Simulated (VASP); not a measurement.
A cell of Pm (relaxed from the beta-Sn structure, space group I4_1/amd) near equilibrium:

```xyz
2
Lattice="-3.0439 3.0439 1.7180 3.0439 -3.0439 1.7180 3.0439 3.0439 -1.7180" Properties=species:S:1:pos:R:3 pbc="T T T"
Pm     0.0000     3.0439     0.8590
Pm    -3.0439     3.0439     1.7180
```

These are PBEsol GGA, VASP's PBE PAW potentials (set 64) (plane waves; VASP 6.6.1) values and carry that method's errors.

The 4f electrons are frozen in the core of the lanthanide potential, so 4f levels, which can set the real gap, and their magnetism are missing.

```csv
run,ΔE (meV/atom),σxx,σyy,σzz,"largest shear component, with its sign (GPa)",largest force (eV/Å)
as it is,0.0,0.04,0.04,0.06,0.00,0.000
after one change,3.5,1.07,1.07,1.39,0.00,0.000
```
Stress is in GPa, positive when the cell is compressed.

Name the change that produced these shifts.
(A) atom 2 (Pm) moved by 0.100 Å along y
(B) atom 1 (Pm) moved by -0.050 Å along x
(C) atom 2 (Pm) moved by -0.150 Å along y
(D) isotropic strain of -1.0 %

D, isotropic strain of -1.0 %

The structure was generated: Pm was put into the beta-Sn type (I4_1/amd), which need not be its known phase.
